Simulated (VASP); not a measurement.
# CaMn2Bi2: how cutoff and mesh change the moments

How far do the magnetic moments of CaMn2Bi2 depend on cutoff and mesh? The starting structure is a computed structure from the Materials Project. The reference starts from ferromagnetic moments.

Calculated with VASP 6.6.1; Kohn-Sham DFT with plane waves and PAW; PBEsol.

## 1. The structure

It takes space group P-3m1 (No. 164, trigonal). Conventional cell: a = 4.626 Å, b = 4.626 Å, c = 7.729 Å, α = 90.00°, β = 90.00°, γ = 120.00°. Nearest to Bi lie 4 Mn at 2.86 to 2.87 Å and 3 Ca at 3.29 Å. Mn has 4 Bi at 2.86 to 2.87 Å nearest. Nearest to Ca lie 6 Bi at 3.29 Å. Farther neighbours are not listed.

Coordinates:

```cif
data_structure
_symmetry_space_group_name_H-M 'P-3m1'
_symmetry_Int_Tables_number 164
_cell_length_a 4.6264
_cell_length_b 4.6264
_cell_length_c 7.7288
_cell_angle_alpha 90.000
_cell_angle_beta 90.000
_cell_angle_gamma 120.000
_cell_volume 143.26
loop_
_atom_site_label
_atom_site_type_symbol
_atom_site_symmetry_multiplicity
_atom_site_Wyckoff_symbol
_atom_site_fract_x
_atom_site_fract_y
_atom_site_fract_z
_atom_site_occupancy
Bi1 Bi 2 d 0.33333 0.66667 0.75119 1
Mn1 Mn 2 d 0.33333 0.66667 0.37926 1
Ca1 Ca 1 a 0.00000 0.00000 0.00000 1
```

## 2. Reference run

Contents of INCAR:

```
SYSTEM = CaMn2Bi2
PREC = Accurate
ENCUT = 400
EDIFF = 1E-07
NELM = 200
ISMEAR = 1
SIGMA = 0.15
LREAL = .FALSE.
ALGO = Normal
GGA = PS
NBANDS = 49
ISPIN = 2
MAGMOM = 0 0 4.8 4.8 0
LASPH = .TRUE.
LMAXMIX = 4
LORBIT = 11
LWAVE = .FALSE.
LCHARG = .FALSE.
KPAR = 8
```

Contents of POSCAR:

```
CaMn2Bi2
1.0
    4.6263818529      0.0000000000      0.0000000000
   -2.3131909265      4.0065642123      0.0000000000
    0.0000000000      0.0000000000      7.7287920000
Bi Mn Ca
2 2 1
Direct
    0.3333333333      0.6666666667      0.7511910000
    0.6666666667      0.3333333333      0.2488090000
    0.3333333333      0.6666666667      0.3792650000
    0.6666666667      0.3333333333      0.6207350000
    0.0000000000      0.0000000000      0.0000000000
```

Contents of KPOINTS:

```
Automatic mesh
0
Gamma
8 8 4
0 0 0
```

Potentials, in the order of the species: Bi_d, Mn_pv and Ca_sv (PBE family, release 64).

Started as:

```
$ mpirun -np 8 vasp_std
```

Output:

```text
[banner, memory and clock lines left out]
running    8 mpi-ranks, on    1 nodes
 distrk:  each k-point on    1 cores,    8 groups
 distr:  one band on    1 cores,    1 groups

 POSCAR found type information on POSCAR BiMnCa
 POSCAR found :  3 types and       5 ions
|                                                                             |
|           W    W    AA    RRRRR   N    N  II  N    N   GGGG   !!!           |
|           W    W   A  A   R    R  NN   N  II  NN   N  G    G  !!!           |
|           W    W  A    A  R    R  N N  N  II  N N  N  G       !!!           |
|           W WW W  AAAAAA  RRRRR   N  N N  II  N  N N  G  GGG   !            |
|           WW  WW  A    A  R   R   N   NN  II  N   NN  G    G                |
|           W    W  A    A  R    R  N    N  II  N    N   GGGG   !!!           |
|                                                                             |
|     For optimal performance we recommend to set                             |
|       NCORE = 2 up to number-of-cores-per-socket                            |
|     NCORE specifies how many cores store one orbital (NPAR=cpu/NCORE).      |
|     This setting can greatly improve the performance of VASP for DFT.       |
|     The default, NCORE=1 might be grossly inefficient on modern             |
|     multi-core architectures or massively parallel machines. Do your        |
|     Unfortunately you need to use the default for GW and RPA                |
|     calculations (for HF NCORE is supported but not extensively tested      |
|     yet).                                                                   |
|                                                                             |

|                                                                             |
|               ----> ADVICE to this user running VASP <----                  |
|                                                                             |
|     You enforced a specific xc type in the INCAR file but a different       |
|     [... a line on the potential file left out ...]
|     I HOPE YOU KNOW WHAT YOU ARE DOING!                                     |
|                                                                             |

 LDA part: xc-table for (Slater+PW92), standard interpolation
 POSCAR, INCAR and KPOINTS ok, starting setup
 FFT: planning ... GRIDC
 FFT: planning ... GRID_SOFT
 FFT: planning ... GRID
 WAVECAR not read
 entering main loop
       N       E                     dE             d eps       ncg     rms          rms(c)
DAV:   1     0.727223662058E+03    0.72722E+03   -0.30449E+04  6980   0.131E+03
DAV:   2     0.364091013259E+02   -0.69081E+03   -0.66658E+03  6885   0.431E+02
DAV:   3    -0.284195142280E+02   -0.64829E+02   -0.62965E+02  7624   0.148E+02
DAV:   4    -0.317044562714E+02   -0.32849E+01   -0.32431E+01 10088   0.318E+01
DAV:   5    -0.318854338955E+02   -0.18098E+00   -0.18068E+00  9990   0.583E+00    0.132E+01
DAV:   6    -0.314090439561E+02    0.47639E+00   -0.23246E+01  7946   0.293E+01    0.197E+01
DAV:   7    -0.293113215703E+02    0.20977E+01   -0.99665E+00  7796   0.211E+01    0.791E+00
DAV:   8    -0.294821854854E+02   -0.17086E+00   -0.70648E-01  8459   0.431E+00    0.426E+00
DAV:   9    -0.294165077692E+02    0.65678E-01   -0.75484E-01  8325   0.570E+00    0.314E+00
DAV:  10    -0.294470830842E+02   -0.30575E-01   -0.13330E-01  8329   0.191E+00    0.211E+00
DAV:  11    -0.294519918150E+02   -0.49087E-02   -0.71324E-02  7795   0.176E+00    0.336E-01
DAV:  12    -0.294531342756E+02   -0.11425E-02   -0.10280E-02  8899   0.359E-01    0.125E-01
DAV:  13    -0.294531958537E+02   -0.61578E-04   -0.41541E-04 10489   0.123E-01    0.359E-02
DAV:  14    -0.294532070855E+02   -0.11232E-04   -0.47428E-05  9085   0.531E-02    0.244E-02
DAV:  15    -0.294532130842E+02   -0.59986E-05   -0.13686E-05  8810   0.235E-02    0.102E-02
DAV:  16    -0.294532139484E+02   -0.86423E-06   -0.28308E-06  8072   0.972E-03    0.274E-03
DAV:  17    -0.294532138770E+02    0.71424E-07   -0.40949E-07  6651   0.398E-03
   1 F= -.29453214E+02 E0= -.29455399E+02  d E =0.655639E-02  mag=     9.1945
```

Elapsed: 60 s, on 8 MPI ranks of AMD EPYC 9R14 (Zen 4), shared host; peak memory 3.3 GiB; 7.4 min of CPU time.

Lines that name or quote the potential files are left out of all logs, and their timing lines are given in words.

OUTCAR, selected parts (step 2):

```text
ion  position               nearest neighbor table
   1  0.333  0.667  0.751-   4 2.86   4 2.86   4 2.86   3 2.87   5 3.29   5 3.29   5 3.29
   2  0.667  0.333  0.249-   3 2.86   3 2.86   3 2.86   4 2.87   5 3.29   5 3.29   5 3.29
   3  0.333  0.667  0.379-   2 2.86   2 2.86   2 2.86   1 2.87
   4  0.667  0.333  0.621-   1 2.86   1 2.86   1 2.86   2 2.87
   5  0.000  0.000  0.000-   1 3.29   2 3.29   2 3.29   1 3.29   2 3.29   1 3.29

  LATTYP: Found a hexagonal cell.
 ALAT       =     4.6263818529
 C/A-ratio  =     1.6705910246

 Subroutine GETGRP returns: Found 12 space group operations
 (whereof 12 operations were pure point group operations)

The static configuration has the point symmetry D_3d.

 Found     35 irreducible k-points:

   k-points           NKPTS =     35   k-points in BZ     NKDIM =     35   number of bands    NBANDS=     49

   dimension x,y,z NGX =    30 NGY =   30 NGZ =   50
   dimension x,y,z NGXF=    60 NGYF=   60 NGZF=  100

   ENCUT  =  400.0 eV  29.40 Ry    5.42 a.u.   7.54  7.54 12.60*2*pi/ulx,y,z

   NELECT =      66.0000    total number of electrons

 k-points in reciprocal lattice and weights: Automatic mesh
   0.00000000  0.00000000  0.00000000       0.004
   0.12500000 -0.00000000  0.00000000       0.023
   0.25000000 -0.00000000  0.00000000       0.023
   0.37500000  0.00000000  0.00000000       0.023
   0.50000000 -0.00000000  0.00000000       0.012
   0.12500000  0.12500000  0.00000000       0.023
   0.25000000  0.12500000  0.00000000       0.047
   0.37500000  0.12500000  0.00000000       0.047
   0.25000000  0.25000000  0.00000000       0.023
[...]
0.25000000  0.25000000  0.50000000       0.023
   0.37500000  0.25000000  0.50000000       0.023

 average (electrostatic) potential at core
       1-104.9818       2-104.9818       3 -69.8707       4 -69.8707       5 -45.1847

 E-fermi :   5.0680

 spin component 1
 k-point     1 :       0.0000    0.0000    0.0000
  band No.  band energies     occupation
    ...
     31       2.2790      1.00000
     32       2.3525      1.00000
     33       2.3525      1.00000
     34       4.7519      1.00557
     35       4.7519      1.00557
     36       5.6015     -0.00000
     37       5.7197     -0.00000
     38       6.2200     -0.00000
     39       6.2200     -0.00000
     40       6.6245     -0.00000
    ...

 k-point     2 :       0.1250   -0.0000    0.0000
  band No.  band energies     occupation
    ...
     32       2.3402      1.00000
     33       2.3669      1.00000
     34       3.9242      1.00000
     35       4.5962      1.00004
     36       4.6274      1.00013
     37       5.7690     -0.00000
     38       5.8213     -0.00000
     39       6.5557     -0.00000
     40       6.9186     -0.00000
     41       7.3884     -0.00000
    ...

 k-point     3 :       0.2500   -0.0000    0.0000
  band No.  band energies     occupation
    ...
     33       2.3498      1.00000
     34       2.9862      1.00000
     35       3.6024      1.00000
     36       4.1957      1.00000
     37       4.9896      0.88237
     38       5.2859     -0.02971
     39       6.8314     -0.00000
     40       6.9433     -0.00000
     41       8.0133     -0.00000
     42       8.0856      0.00000
    ...

 k-point     4 :       0.3750    0.0000    0.0000
  band No.  band energies     occupation
    ...
     34       2.6571      1.00000
     35       3.0176      1.00000
     36       3.7504      1.00000
     37       4.1339      1.00000
     38       4.9521      0.98276
     39       6.5366     -0.00000
     40       7.3152     -0.00000
     41       8.0850      0.00000
     42       8.2725      0.00000
     43       8.4158      0.00000
    ...

 k-point     5 :       0.5000   -0.0000    0.0000
  band No.  band energies     occupation
    ...
     34       2.7336      1.00000
     35       2.9479      1.00000
     36       3.5396      1.00000
     37       3.6019      1.00000
     38       4.8436      1.02783
     39       6.4074     -0.00000
     40       7.5037     -0.00000
     41       7.8251     -0.00000
     42       8.4670      0.00000
     43       8.4820      0.00000
    ...

 k-point     6 :       0.1250    0.1250    0.0000
  band No.  band energies     occupation
    ...
     33       2.3672      1.00000
     34       3.2408      1.00000
     35       3.8045      1.00000
     36       4.2247      1.00000
     37       5.0297      0.70844
     38       5.5711     -0.00001
     39       6.7775     -0.00000
     40       7.4539     -0.00000
     41       7.6602     -0.00000
     42       7.9532     -0.00000
    ...

  Total       -2.3836926     -2.3836926     -2.3929885      0.0000000      0.0000000      0.0000000
  in kB      -26.6584954    -26.6584954    -26.7624579      0.0000000      0.0000000      0.0000000
  external PRESSURE =     -26.6931496 kB  Pullay stress =       0.0000000 kB

  energy-cutoff  :      400.00
  volume of cell :      143.26
      direct lattice vectors                 reciprocal lattice vectors
     4.626381853  0.000000000  0.000000000     0.216151635  0.124795204  0.000000000
    -2.313190926  4.006564212  0.000000000     0.000000000  0.249590409  0.000000000
     0.000000000  0.000000000  7.728792000     0.000000000  0.000000000  0.129386326

 POSITION                                       TOTAL-FORCE (eV/Angst)
 -----------------------------------------------------------------------------------
     -0.00000      2.67104      5.80580        -0.000000     -0.000000     -0.151843
      2.31319      1.33552      1.92299        -0.000000      0.000000      0.151843
     -0.00000      2.67104      2.93126         0.000000     -0.000000      0.021457
      2.31319      1.33552      4.79753         0.000000      0.000000     -0.021457
      0.00000      0.00000      0.00000         0.000000      0.000000     -0.000000
 -----------------------------------------------------------------------------------
    total drift:                               -0.000000      0.000000      0.000000

  FREE ENERGIE OF THE ION-ELECTRON SYSTEM (eV)
  ---------------------------------------------------
  free  energy   TOTEN  =       -29.4532138770 eV

  energy  without entropy=      -29.4597702669  energy(sigma->0) =      -29.45539934

 total charge
# of ion       s       p       d       tot
------------------------------------------
    1        1.429   1.681   9.892  13.002
    2        1.429   1.681   9.892  13.002
    3        0.268   6.169   4.916  11.352
    4        0.268   6.169   4.916  11.352
    5        2.037   5.834   0.237   8.108
--------------------------------------------------
tot          5.431  21.533  29.853  56.817

 magnetization (x)
# of ion       s       p       d       tot
------------------------------------------
    1        0.008  -0.038   0.015  -0.015
    2        0.008  -0.038   0.015  -0.015
    3        0.048   0.045   4.026   4.119
    4        0.048   0.045   4.026   4.119
    5        0.005   0.001   0.043   0.049
--------------------------------------------------
tot          0.118   0.014   8.124   8.256

[... 6 further parts left out ...]
```

Another run with the same input but another start ends lower by 99 meV an atom, with moments of up to 4.0 μB that cancel in the cell; so the state that PBEsol gives here isn't the lowest.

Experiment finds antiferromagnetic order in this phase (below 150 K, arxiv:1907.07203), so this ferromagnetic run describes another state. The run shows no gap at this level; if that holds and bands cross the Fermi level widely, this k-mesh is coarse for it. The PAW data sets were made with PBE, which is usual practice but a small mismatch for other functionals. At this level the cell is under a tension of 2.7 GPa, so at these settings it is away from equilibrium.

Reference: the moments inside the Mn spheres have a mean size of 4.12 μB, and the cell carries 9.19 μB, with no gap.

## 3. Run with a 4×4×2 mesh

Against step 2 the input has a 4×4×2 mesh (also changed: KPAR and NCORE).

INCAR: that of step 2 with these lines changed.

```diff
@@ -18,2 +18,3 @@
 LCHARG = .FALSE.
-KPAR = 8
+KPAR = 4
+NCORE = 2
```

POSCAR is that of step 2.

Contents of KPOINTS:

```
Automatic mesh
0
Gamma
4 4 2
0 0 0
```

Started as:

```
$ mpirun -np 8 vasp_std
```

Output:

```text
[banner, memory and clock lines left out]
running    8 mpi-ranks, on    1 nodes
[...]
[... a notice as in an earlier step ...]

 LDA part: xc-table for (Slater+PW92), standard interpolation
 POSCAR, INCAR and KPOINTS ok, starting setup
[...]
entering main loop
       N       E                     dE             d eps       ncg     rms          rms(c)
DAV:   1     0.724285308326E+03    0.72429E+03   -0.30489E+04  1584   0.131E+03
DAV:   2     0.345781178242E+02   -0.68971E+03   -0.66716E+03  1568   0.428E+02
DAV:   3    -0.285393373998E+02   -0.63117E+02   -0.61295E+02  1792   0.145E+02
DAV:   4    -0.316695199933E+02   -0.31302E+01   -0.30939E+01  2328   0.311E+01
[...]
DAV:  15    -0.294088792648E+02   -0.58827E-05   -0.14110E-05  2052   0.227E-02    0.125E-02
DAV:  16    -0.294088803185E+02   -0.10537E-05   -0.43309E-06  1785   0.105E-02    0.283E-03
DAV:  17    -0.294088802794E+02    0.39116E-07   -0.54439E-07  1558   0.364E-03
   1 F= -.29408880E+02 E0= -.29412048E+02  d E =0.950394E-02  mag=     9.0028
```

It took 16 s on 8 MPI ranks; peak memory 1.7 GiB.

OUTCAR, selected parts (step 3):

```text
  Total       -2.9666082     -2.9666082     -2.1937218      0.0000000      0.0000000      0.0000000
  in kB      -33.1776462    -33.1776462    -24.5339195      0.0000000      0.0000000      0.0000000
  external PRESSURE =     -30.2964040 kB  Pullay stress =       0.0000000 kB

 POSITION                                       TOTAL-FORCE (eV/Angst)
 -----------------------------------------------------------------------------------
     -0.00000      2.67104      5.80580        -0.000000      0.000000     -0.195966
      2.31319      1.33552      1.92299         0.000000     -0.000000      0.195966
     -0.00000      2.67104      2.93126        -0.000000     -0.000000      0.069859
      2.31319      1.33552      4.79753        -0.000000      0.000000     -0.069859
      0.00000      0.00000      0.00000        -0.000000      0.000000      0.000000
 -----------------------------------------------------------------------------------
    total drift:                               -0.000000      0.000000     -0.000000

  FREE ENERGIE OF THE ION-ELECTRON SYSTEM (eV)
  ---------------------------------------------------
  free  energy   TOTEN  =       -29.4088802794 eV

  energy  without entropy=      -29.4183842209  energy(sigma->0) =      -29.41204826

 magnetization (x)
# of ion       s       p       d       tot
------------------------------------------
    1        0.005  -0.048   0.014  -0.028
    2        0.005  -0.048   0.014  -0.028
    3        0.046   0.043   3.986   4.075
    4        0.046   0.043   3.986   4.075
    5        0.004   0.001   0.036   0.041
--------------------------------------------------
tot          0.106  -0.008   8.037   8.135

[... 1 part as in an earlier step ...]

[... 2 further parts left out ...]
[key lines of the parts left out:]
E-fermi :   5.1238
```

A 4×4×2 mesh: the moments inside the Mn spheres have a mean size of 4.08 μB, and the cell carries 9.00 μB, with no gap.

## 4. Run with a 10×10×6 mesh

Against step 2 the input has a 10×10×6 mesh.

INCAR: that of step 3 with these lines changed.

```diff
@@ -18,3 +18,2 @@
 LCHARG = .FALSE.
-KPAR = 4
-NCORE = 2
+KPAR = 8
```

POSCAR is that of step 3.

Contents of KPOINTS:

```
Automatic mesh
0
Gamma
10 10 6
0 0 0
```

Started as:

```
$ mpirun -np 8 vasp_std
```

Output:

```text
[banner, memory and clock lines left out]
running    8 mpi-ranks, on    1 nodes
[...]
[... a notice as in an earlier step ...]

 [... a notice as in an earlier step ...]

 LDA part: xc-table for (Slater+PW92), standard interpolation
 POSCAR, INCAR and KPOINTS ok, starting setup
[...]
entering main loop
       N       E                     dE             d eps       ncg     rms          rms(c)
DAV:   1     0.722944917985E+03    0.72294E+03   -0.30549E+04 14328   0.131E+03
DAV:   2     0.350455857537E+02   -0.68790E+03   -0.66334E+03 14160   0.428E+02
DAV:   3    -0.285452642159E+02   -0.63591E+02   -0.61855E+02 15795   0.146E+02
DAV:   4    -0.317120260554E+02   -0.31668E+01   -0.31278E+01 20534   0.312E+01
[...]
DAV:  15    -0.294556424655E+02   -0.62853E-05   -0.13887E-05 18004   0.233E-02    0.991E-03
DAV:  16    -0.294556433312E+02   -0.86572E-06   -0.26518E-06 16566   0.940E-03    0.276E-03
DAV:  17    -0.294556432852E+02    0.46013E-07   -0.39903E-07 13793   0.398E-03
   1 F= -.29455643E+02 E0= -.29458065E+02  d E =0.726568E-02  mag=     9.2239
```

Run time: 1.7 min. Hardware: 8 MPI ranks; peak memory 4.9 GiB; 13 min of CPU time.

[end of part 1 of 2]

[Lines on the potential files, build, host, timing and source positions are cut from VASP's logs without a mark.]

[Logs are printed without paths, hosts, clocks, repeated set-up lines and the standing remarks that a program may print on its own settings, such as how far it seeks lower states.]

[Hosts, paths, dates, database ids (printed as entryN), source tags and the programs' standing remarks are cut or masked in the printed files.]
